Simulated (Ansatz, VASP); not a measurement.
# Cross-check of La4Hf23O52 (amorphous 92HfO2-8La2O3 (mol %)) between VASP and Ansatz

Wanted: the spread between two codes on one cell, functional and k mesh. The structure shown is the start of the Ansatz relaxation below; VASP solves that cell, so the two are compared at the walk's first step.

Calculated with Ansatz 0.2.0; plane waves, with VASP 6.6.1 beside it; single point at PBE.

## Step 1: Set-up

The cell holds 79 atoms: 23 Hf, 4 La and 52 O. Its edges and angles: a = 10.433 Å, b = 10.433 Å, c = 10.433 Å, α = 90.0°, β = 90.0°, γ = 90.0°. As first built, before any earlier steps moved the atoms (in the runner's words): 79 atoms (23 Zr, 4 Nd, 52 O) placed at random at 5.13 g/cm^3, melted at 5000 K for 10 ps at fixed volume with the Morse and Coulomb pair potential with partial charges (Pedone, Malavasi, Menziani, Cormack and Segre, J. Phys. Chem. B 110, 11780 (2006)). Quenched from 5000 K to 300 K at 50 K/ps and fixed volume, held 5 ps, then minimised at fixed cell. Then Zr was replaced by Hf, Nd was replaced by La (the potential has no terms for the new elements, so the cell is a start for a DFT relaxation).

## Step 2: Ansatz: relaxation, PBE

Ansatz runs on its default PAW (the set named soft_2) files.

The two programs are compared at the cell with which this relaxation starts, whose forces are those of its first step.

The input, input.yaml:

```yaml
crystal:
  lattice:
    - [10.433, 0.0, 0.0]
    - [0.0, 10.433, 0.0]
    - [0.0, 0.0, 10.433]
  atoms:
    - { symbol: Hf, position: [0.93817, 0.77909, 0.41984] }
    - { symbol: Hf, position: [0.82736, 0.69706, 0.82235] }
    - { symbol: Hf, position: [0.66297, 0.85132, 0.53173] }
    - { symbol: Hf, position: [0.90832, 0.99764, 0.97166] }
    - { symbol: Hf, position: [0.55186, 0.03738, 0.88612] }
    - { symbol: Hf, position: [0.1707, 0.58749, 0.31807] }
    - { symbol: Hf, position: [0.44084, 0.66069, 0.89631] }
    - { symbol: Hf, position: [0.39398, 0.75901, 0.17304] }
    - { symbol: Hf, position: [0.71118, 0.81351, 0.13981] }
    - { symbol: Hf, position: [0.04384, 0.27275, 0.77909] }
    - { symbol: Hf, position: [0.49002, 0.07356, 0.28429] }
    - { symbol: Hf, position: [0.1515, 0.94854, 0.24653] }
    - { symbol: Hf, position: [0.14078, 0.56747, 0.68296] }
    - { symbol: Hf, position: [0.02441, 0.93801, 0.64001] }
    - { symbol: Hf, position: [0.7703, 0.32607, 0.92155] }
    - { symbol: Hf, position: [0.8486, 0.14899, 0.24295] }
    - { symbol: Hf, position: [0.40082, 0.31396, 0.7683] }
    - { symbol: Hf, position: [0.93, 0.4014, 0.43023] }
    - { symbol: Hf, position: [0.07577, 0.33022, 0.13306] }
    - { symbol: Hf, position: [0.06421, 0.69071, 0.0321] }
    - { symbol: Hf, position: [0.66339, 0.55224, 0.64257] }
    - { symbol: Hf, position: [0.45929, 0.32759, 0.08698] }
    - { symbol: Hf, position: [0.24363, 0.97933, 0.91438] }
    - { symbol: La, position: [0.42683, 0.43136, 0.44126] }
    - { symbol: La, position: [0.34268, 0.80643, 0.5659] }
    - { symbol: La, position: [0.17769, 0.18924, 0.46143] }
    - { symbol: La, position: [0.73588, 0.16279, 0.58167] }
    - { symbol: O, position: [0.51079, 0.43399, 0.65341] }
    - { symbol: O, position: [0.70734, 0.9361, 0.97031] }
    - { symbol: O, position: [0.01514, 0.41461, 0.61733] }
    - { symbol: O, position: [0.50442, 0.9511, 0.46284] }
    - { symbol: O, position: [0.02603, 0.63594, 0.83959] }
    - { symbol: O, position: [0.27462, 0.69124, 0.02282] }
    - { symbol: O, position: [0.75317, 0.78019, 0.3445] }
    - { symbol: O, position: [0.0748, 0.10744, 0.90165] }
    - { symbol: O, position: [0.05106, 0.7668, 0.23526] }
    - { symbol: O, position: [0.98149, 0.58766, 0.39548] }
    - { symbol: O, position: [0.90047, 0.34409, 0.2353] }
    - { symbol: O, position: [0.59449, 0.23367, 0.83399] }
    - { symbol: O, position: [0.2698, 0.7828, 0.32884] }
    - { symbol: O, position: [0.91027, 0.20322, 0.43308] }
    - { symbol: O, position: [0.7787, 0.49432, 0.80222] }
    - { symbol: O, position: [0.36528, 0.12892, 0.84928] }
    - { symbol: O, position: [0.64692, 0.38119, 0.06309] }
    - { symbol: O, position: [0.84742, 0.93257, 0.53386] }
    - { symbol: O, position: [0.55122, 0.69795, 0.06588] }
    - { symbol: O, position: [0.07646, 0.88781, 0.00691] }
    - { symbol: O, position: [0.42644, 0.87594, 0.88945] }
    - { symbol: O, position: [0.29393, 0.06447, 0.32808] }
    - { symbol: O, position: [0.36388, 0.56886, 0.25506] }
    - { symbol: O, position: [0.85579, 0.72129, 0.02189] }
    - { symbol: O, position: [0.07051, 0.1313, 0.6412] }
    - { symbol: O, position: [0.43284, 0.45135, 0.92102] }
    - { symbol: O, position: [0.20239, 0.91781, 0.72732] }
    - { symbol: O, position: [0.74915, 0.42547, 0.51302] }
    - { symbol: O, position: [0.24064, 0.56118, 0.50468] }
    - { symbol: O, position: [0.1269, 0.37714, 0.34267] }
    - { symbol: O, position: [0.8505, 0.21762, 0.76931] }
    - { symbol: O, position: [0.29417, 0.9317, 0.10852] }
    - { symbol: O, position: [0.20911, 0.38682, 0.76874] }
    - { symbol: O, position: [0.07056, 0.93894, 0.43153] }
    - { symbol: O, position: [0.79148, 0.70397, 0.61775] }
    - { symbol: O, position: [0.85728, 0.95669, 0.17368] }
    - { symbol: O, position: [0.51098, 0.12749, 0.07603] }
    - { symbol: O, position: [0.26315, 0.29904, 0.08352] }
    - { symbol: O, position: [0.67901, 0.11621, 0.33874] }
    - { symbol: O, position: [0.82489, 0.16702, 0.03973] }
    - { symbol: O, position: [0.911, 0.88711, 0.80038] }
    - { symbol: O, position: [0.09654, 0.53022, 0.14022] }
    - { symbol: O, position: [0.54867, 0.68553, 0.53576] }
    - { symbol: O, position: [0.9792, 0.35502, 0.95299] }
    - { symbol: O, position: [0.53994, 0.89102, 0.21366] }
    - { symbol: O, position: [0.05215, 0.12737, 0.20137] }
    - { symbol: O, position: [0.31248, 0.65412, 0.7433] }
    - { symbol: O, position: [0.61892, 0.67876, 0.79928] }
    - { symbol: O, position: [0.62756, 0.98115, 0.69585] }
    - { symbol: O, position: [0.4637, 0.27937, 0.28356] }
    - { symbol: O, position: [0.0576, 0.7422, 0.58823] }
    - { symbol: O, position: [0.35095, 0.25401, 0.57936] }
kpoints:
  mp_grid: { grid: [1, 1, 1] }
hamiltonian:
  xc: pbe
scf:
  occupations: { method: fermi_dirac, width: 0.025 }
output:
  forces: true
relax:
  f_tol: 0.04
  max_steps: 250
  cell: {}
```

Run with:

```sh
$ ansatz run input.yaml --threads 4 --pin off --max-ram 8192MiB --backend cpu --events-out ev --progress --plain --runs-dir out
```

Numbers of over 12 decimals in the logs are rounded to 6 here.

What it wrote:

```text
Engine: ansatz 0.2.0, aarch64-unknown-linux-gnu
Pseudopotentials: kind: paw
Pseudopotential: Hf, paw, valence charge 26, recommended cutoff 420 eV (normal), Hf.paw.azcp
Pseudopotential: La, paw, valence charge 11, recommended cutoff 420 eV (normal), La.paw.azcp
Pseudopotential: O, paw, valence charge 6, recommended cutoff 420 eV (normal), O.paw.azcp
Functional definition: PBE
  parameter kappa = 0.804
  parameter beta = 0.066725
  exchange = pbe_x(kappa = kappa, mu = beta*pi^2/3)
  correlation = pbe_c(beta = beta)
Crystal: 79 atoms, lattice volume = 1135.606 Å³
Basis set: ecut = 420 eV, 22119 PW (Γ), exchange–correlation on 144×144×144 points (8 copies of the dense FFT grid, shifted against one another)
Bands: 573, of which v1, the nominal top of the filled ones, is band 477 counted from 1 (476 counted from 0)
Symmetry: 1 space group operations
Space group: P1 (ITA 1), of the structure as read, at distance tolerance 1.0e-4 Å
k-points: 1
Non-local potential: Hf, projectors of the file, l = 0: 3, l = 1: 2, l = 2: 2, l = 3: 3
Non-local potential: La, projectors of the file, l = 0: 3, l = 1: 2, l = 2: 2, l = 3: 3
Non-local potential: O, projectors of the file, l = 0: 2, l = 1: 2, l = 2: 1
PAW form: soft (Blöchl's): semilocal exchange-correlation on the pseudo side does not see the compensation charge
PAW one-centre angular grid: Hf, 590 points (default); XC on 64 Gauss nodes
PAW one-centre angular grid: La, 590 points (default); XC on 64 Gauss nodes
PAW one-centre angular grid: O, 110 points (default); XC on 64 Gauss nodes
Initial density: superposition of atomic densities (neutral atoms: chi_scale 0, normalization atom), corrected by the library's trained network
Initial wavefunctions: pseudopotential atomic-orbital guess
Functional: x = pbe(κ = 0.804, μ = 0.219515), c = pbe(β = 0.066725)
SCF iter   1: F=—  HF=-416227.061795 eV  |F-HF|=—  |Δ(HF+E_count)|=         —  Δρ=3.91e-3  dr2=1.88e-1  ethr=1.77e-3  ⟨swp⟩=4.0  Hψ=1754  notcnv=0  defer=27
preconditioner: auto → Resta (q_TF=auto, 2.650 Å⁻¹)  ε∞=5.0  [insulator: Δε(μ)=3.025 eV  Ē_g=16.520 eV  σ=0.025 eV  W_gap=1.00  n_scr=364 (ndim 8)  ℏωp=33.2 eV  f_vac=0.123  D(μ)=0.00/eV (n_scr^D=0)  ε∞_Penn≈5.0]
SCF iter   2: F=—  HF=-416227.044002 eV  |F-HF|=—  |Δ(HF+E_count)|=   1.78e-2  Δρ=1.99e-3  dr2=3.93e-2  ethr=1.97e-5  ⟨swp⟩=2.0  Hψ=1046  notcnv=0  defer=90
SCF iter   3: F=—  HF=-416227.045581 eV  |F-HF|=—  |Δ(HF+E_count)|=   1.58e-3  Δρ=8.74e-4  dr2=1.15e-2  ethr=4.12e-6  ⟨swp⟩=3.0  Hψ=833  notcnv=0  defer=90
SCF iter   4: F=—  HF=-416227.045860 eV  |F-HF|=—  |Δ(HF+E_count)|=   2.79e-4  Δρ=2.56e-4  dr2=9.79e-4  ethr=1.21e-6  ⟨swp⟩=3.0  Hψ=955  notcnv=0  defer=90
SCF iter   5: F=—  HF=-416227.046106 eV  |F-HF|=—  |Δ(HF+E_count)|=   2.46e-4  Δρ=1.48e-4  dr2=2.89e-4  ethr=1.03e-7  ⟨swp⟩=2.0  Hψ=960  notcnv=0  defer=90
SCF iter   6: F=—  HF=-416227.046039 eV  |F-HF|=—  |Δ(HF+E_count)|=   6.74e-5  Δρ=5.17e-5  dr2=4.30e-5  ethr=3.03e-8  ⟨swp⟩=2.0  Hψ=955  notcnv=0  defer=90
SCF iter   7: F=—  HF=-416227.048399 eV  |F-HF|=—  |Δ(HF+E_count)|=   2.36e-3  Δρ=3.59e-5  dr2=1.75e-5  ethr=4.51e-9  ⟨swp⟩=2.0  Hψ=1048  notcnv=0  defer=90
SCF iter   8: F=—  HF=-416227.048402 eV  |F-HF|=—  |Δ(HF+E_count)|=   3.49e-6  Δρ=1.45e-5  dr2=3.30e-6  ethr=1.83e-9  ⟨swp⟩=2.0  Hψ=938  notcnv=0  defer=90
SCF iter   9: F=—  HF=-416227.048404 eV  |F-HF|=—  |Δ(HF+E_count)|=   1.60e-6  Δρ=5.32e-6  dr2=5.54e-7  ethr=3.46e-10  ⟨swp⟩=2.0  Hψ=959  notcnv=0  defer=90
SCF iter  10: F=—  HF=-416227.048404 eV  |F-HF|=—  |Δ(HF+E_count)|=   4.05e-7  Δρ=5.68e-6  dr2=3.70e-7  ethr=5.81e-11  ⟨swp⟩=3.0  Hψ=958  notcnv=0  defer=90
SCF iter  11: F=-416227.048404 eV  HF=-416227.048404 eV  |F-HF|=1.59e-8  |Δ(HF+E_count)|=   1.26e-8  Δρ=1.50e-6  dr2=3.54e-8  ethr=1.05e-11  ⟨swp⟩=3.0  Hψ=2188  notcnv=0
SCF 1 converged in 11 iterations: F = -416227.048404 eV  dr2 = 3.54e-8
  greatest PAW one-centre occupation: 0.999 electrons in one spin orbital (limit 2), on the Hf atom at site 20 (counted from 0), in its partial waves of l = 0
relax step   1: F+E_penalty+E_count = -416227.04840430 eV  Δ(F+E_penalty+E_count) = +0.000e0 eV  max|allowed force component| = 1.666e0 eV/Å  Δτ_max = 0.0000 Å  P = -8.462 GPa  Ω = 1135.606 Å³  (11 SCF iters, dr2 threshold 1.00e-7 eV, accepted)
Crystal: 79 atoms, lattice volume = 1040.609 Å³
Basis set: ecut = 420 eV, 20287 PW (Γ), exchange–correlation on 144×144×144 points (8 copies of the dense FFT grid, shifted against one another)
Initial density: handed on by an earlier stage of this run
Initial wavefunctions: those handed on with the density
iter 1 solved again at ethr=2.42e-4 eV; its pass at ethr=3.10e-3 eV (dr2=2.31e0 eV) is discarded
SCF iter   1: F=—  HF=-416230.046689 eV  |F-HF|=—  |Δ(HF+E_count)|=         —  Δρ=1.74e-2  dr2=2.31e0  ethr=2.42e-4  ⟨swp⟩=6.0  Hψ=2913  notcnv=0
[...]
atom  49  O      0.00064245     0.00095617    -0.00044713
  atom  50  O      0.00125463     0.00017451     0.00416254
  atom  51  O     -0.00111467    -0.00008457    -0.00032833
  atom  52  O      0.00085180    -0.00125030    -0.00035365
  atom  53  O      0.00076562     0.00121073    -0.00119685
  atom  54  O      0.00160292    -0.00040029     0.00035106
  atom  55  O     -0.00001257     0.00468327     0.00166433
  atom  56  O      0.00035000     0.00067663    -0.00091845
  atom  57  O      0.00092817     0.00011365     0.00039118
  atom  58  O     -0.00119934     0.00000108     0.00081895
  atom  59  O      0.00006100    -0.00025528    -0.00029416
  atom  60  O      0.00184247     0.00036505    -0.00160725
  atom  61  O     -0.00019384     0.00025993    -0.00021622
  atom  62  O      0.00063561    -0.00224341    -0.00080704
  atom  63  O     -0.00063222    -0.00190415     0.00109169
  atom  64  O      0.00069309    -0.00011230    -0.00216521
  atom  65  O      0.00010942    -0.00099755    -0.00055593
  atom  66  O      0.00095926    -0.00080453     0.00038649
  atom  67  O      0.00175849    -0.00084549    -0.00035541
  atom  68  O      0.00051727     0.00119973     0.00088118
  atom  69  O     -0.00129515     0.00084050    -0.00050187
  atom  70  O      0.00157292    -0.00148593    -0.00020611
  atom  71  O     -0.00050639    -0.00032794     0.00019348
  atom  72  O      0.00210401    -0.00479876     0.00082957
  atom  73  O      0.00018939    -0.00086310     0.00058073
  atom  74  O     -0.00015460    -0.00054715    -0.00185503
  atom  75  O      0.00020111     0.00112888     0.00095642
  atom  76  O      0.00167584    -0.00083492    -0.00305350
  atom  77  O      0.00078387    -0.00023733     0.00050097
  atom  78  O     -0.00111044     0.00054322     0.00008028
  atom  79  O      0.00105574     0.00092900    -0.00155046
  max |Σ_I F_I| component: 2.37e-5 eV/Å
--- Stress (GPa, compression-positive) ---
       -0.010786       0.002619       0.000986
        0.002619      -0.010944      -0.000234
        0.000986      -0.000234      -0.015535
  P = ⅓ Tr σ = -0.0124 GPa (-0.124 kbar)
--- Relaxed structure (20 steps of the walk, 20 accepted, 3 SCFs on fresh bases) ---
  F+E_penalty+E_count = -416231.36893451 eV   max|allowed force component| = 6.034e-3 eV/Å   (the final SCF, on the basis selected at the relaxed cell)
  cell:  # Å, volume = 1044.9144 Å³
    - [10.127231, 0.170041, 0.152885]
    - [0.170041, 10.266504, -0.030130]
    - [0.152885, -0.030130, 10.055240]
  atoms:
    - { symbol: Hf, position: [0.935403, 0.767976, 0.419356] }
    - { symbol: Hf, position: [0.812974, 0.724791, 0.843430] }
    - { symbol: Hf, position: [0.657063, 0.844593, 0.581448] }
    - { symbol: Hf, position: [0.911008, 0.998514, 0.983079] }
    - { symbol: Hf, position: [0.559221, 0.040067, 0.910225] }
    - { symbol: Hf, position: [0.183482, 0.574115, 0.301628] }
    - { symbol: Hf, position: [0.445913, 0.632633, 0.862768] }
    - { symbol: Hf, position: [0.402204, 0.790266, 0.125024] }
    - { symbol: Hf, position: [0.717198, 0.796134, 0.154274] }
    - { symbol: Hf, position: [0.027302, 0.275967, 0.769627] }
    - { symbol: Hf, position: [0.477531, 0.069441, 0.289937] }
    - { symbol: Hf, position: [0.133908, 0.953087, 0.242084] }
    - { symbol: Hf, position: [0.137862, 0.568971, 0.665803] }
    - { symbol: Hf, position: [0.030986, 0.948335, 0.638651] }
    - { symbol: Hf, position: [0.751672, 0.337958, 0.939857] }
    - { symbol: Hf, position: [0.828682, 0.150650, 0.252845] }
    - { symbol: Hf, position: [0.408319, 0.318894, 0.780140] }
    - { symbol: Hf, position: [0.919664, 0.393583, 0.419941] }
    - { symbol: Hf, position: [0.072972, 0.319736, 0.121130] }
    - { symbol: Hf, position: [0.076191, 0.684821, 0.020278] }
    - { symbol: Hf, position: [0.687251, 0.549672, 0.649064] }
    - { symbol: Hf, position: [0.432172, 0.338677, 0.114355] }
    - { symbol: Hf, position: [0.244713, 0.992608, 0.905879] }
    - { symbol: La, position: [0.483799, 0.462536, 0.428194] }
    - { symbol: La, position: [0.334141, 0.810287, 0.528093] }
    - { symbol: La, position: [0.232148, 0.233753, 0.480950] }
    - { symbol: La, position: [0.693253, 0.170226, 0.587219] }
    - { symbol: O, position: [0.512695, 0.484652, 0.713318] }
    - { symbol: O, position: [0.720023, 0.906773, 0.963970] }
    - { symbol: O, position: [0.010400, 0.415265, 0.607561] }
    - { symbol: O, position: [0.518068, 0.943364, 0.479080] }
    - { symbol: O, position: [0.025703, 0.637120, 0.832757] }
    - { symbol: O, position: [0.281431, 0.693083, -0.000214252] }
    - { symbol: O, position: [0.757150, 0.747013, 0.340241] }
    - { symbol: O, position: [0.064282, 0.106916, 0.890458] }
    - { symbol: O, position: [0.062277, 0.755664, 0.239962] }
    - { symbol: O, position: [0.989109, 0.577440, 0.396665] }
    - { symbol: O, position: [0.876637, 0.343144, 0.226290] }
    - { symbol: O, position: [0.594638, 0.238421, 0.845672] }
    - { symbol: O, position: [0.304031, 0.749003, 0.301608] }
    - { symbol: O, position: [0.889877, 0.198908, 0.438875] }
    - { symbol: O, position: [0.762965, 0.520984, 0.834732] }
    - { symbol: O, position: [0.369282, 0.127855, 0.840961] }
    - { symbol: O, position: [0.625464, 0.383624, 0.087048] }
    - { symbol: O, position: [0.832219, 0.929874, 0.538714] }
    - { symbol: O, position: [0.565347, 0.688042, 0.055164] }
    - { symbol: O, position: [0.083069, 0.890667, 0.023488] }
    - { symbol: O, position: [0.431348, 0.886588, 0.918370] }
    - { symbol: O, position: [0.285442, 0.034837, 0.369326] }
    - { symbol: O, position: [0.366766, 0.499284, 0.231307] }
    - { symbol: O, position: [0.867889, 0.705233, 0.035979] }
[...]
- { symbol: O, position: [0.548664, 0.896488, 0.206630] }
    - { symbol: O, position: [0.038554, 0.121910, 0.187070] }
    - { symbol: O, position: [0.305379, 0.656231, 0.728154] }
    - { symbol: O, position: [0.617272, 0.725865, 0.771014] }
    - { symbol: O, position: [0.627215, 0.992347, 0.719791] }
    - { symbol: O, position: [0.415917, 0.264302, 0.311483] }
    - { symbol: O, position: [0.081737, 0.744847, 0.577950] }
    - { symbol: O, position: [0.445305, 0.274612, 0.582772] }
```

In the SCF lines HF is the Harris–Foulkes energy and dr2 the Hartree energy of the density residual, in eV; the loop may stop once dr2 is under the threshold and the program's other checks hold. Hψ counts applications of the Hamiltonian.

[end of part 1 of 2]

[Lines on the potential files, build, host, timing and source positions are cut from VASP's logs without a mark.]

[Logs are printed without paths, hosts, clocks, repeated set-up lines and the standing remarks that a program may print on its own settings, such as how far it seeks lower states.]

[Hosts, paths, dates, database ids (printed as entryN), source tags and the programs' standing remarks are cut or masked in the printed files.]
